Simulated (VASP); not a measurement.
Given:

```yaml
crystal:
  lattice:
    - [1.64730, -2.85321, 0.00000]
    - [1.64730, 2.85321, 0.00000]
    - [0.00000, 0.00000, 5.25300]
  atoms:
    - { symbol: Zr, position: [0.33333, 0.66667, 0.25000] }
    - { symbol: Zr, position: [0.66667, 0.33333, 0.75000] }
```

These are PBE GGA, VASP's PBE PAW potentials (set 64) (plane waves; VASP) values and carry that method's errors. Numerical set-up: 400 eV cut-off, 12×12×6 Γ-centred mesh, tetrahedra, potentials Zr_sv.

Problem. What does the run give for the energy per atom (σ→0), pressure, band gap (on the k-mesh) with the smallest direct gap where there is one?

Solution. 
- band gap (on the k-mesh) = none (metal, semimetal or under 0.01 eV)
- energy per atom (σ→0) = -8.489 eV/atom
- pressure = -4.69 GPa

Only differences to runs with the same potentials and settings are physical.

The compound is Zr in the hcp structure. The cell was not relaxed at this level. The run is one of a series of settings (ISMEAR = -4, SIGMA removed against the base run), some of them coarse on purpose.
